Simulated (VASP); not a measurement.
Given:

```xyz
2
Lattice="2.8593 0.0000 0.0000 0.0000 2.8593 0.0000 0.0000 0.0000 2.8593" Properties=species:S:1:pos:R:3 pbc="T T T"
Ga     1.4297     1.4297     1.4297
Co     0.0000     0.0000     0.0000
```

These are rev-vdW-DF2, VASP's PBE PAW potentials (set 64) (plane waves; VASP) values and carry that method's errors. Run with 520 eV cut-off, 13×13×13 Γ-centred mesh, first-order Methfessel-Paxton smearing of 0.10 eV, potentials Ga_d Co.

Problem. Estimate the energy per atom (σ→0), band gap (on the k-mesh) with the smallest direct gap where there is one.

Solution. 
```
Property                                                     Value
------------------------  ----------------------------------------
band gap (on the k-mesh)  none (metal, semimetal or under 0.01 eV)
energy per atom (σ→0)                               -2.687 eV/atom
```

The absolute energy has meaning only against runs of the same code, potentials and settings.

The compound is CoGa in the CsCl type structure. It was relaxed first. The run is not spin-polarised, so no magnetic state was tried.
